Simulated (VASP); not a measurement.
```xyz
2
Lattice="0.0000 2.8603 2.8603 2.8319 0.0283 2.8319 2.8319 2.8319 0.0283" Properties=species:S:1:pos:R:3 pbc="T T T"
Ge     0.0078     2.8603     2.8603
Ge     1.4082     1.4301     1.4301
```

Level of theory: PBEsol GGA, VASP's PBE PAW potentials (set 64) (plane waves; VASP 6.6.1). Run with 480 eV cut-off, 10×10×10 Γ-centred mesh, first-order Methfessel-Paxton smearing of 0.10 eV, potentials Ge_d.

**Question.** Give the stress tensor in GPa (positive for a compressed cell).

**Answer.** 
```
 0.20   0.00   0.00
 0.00   0.23  -1.18
 0.00  -1.18   0.23
```
The pressure is its mean diagonal, 0.22 GPa.

The compound is Ge in the diamond structure. This cell was strained or had an atom moved on purpose. Symmetry was kept, so distortions that lower it aren't found.
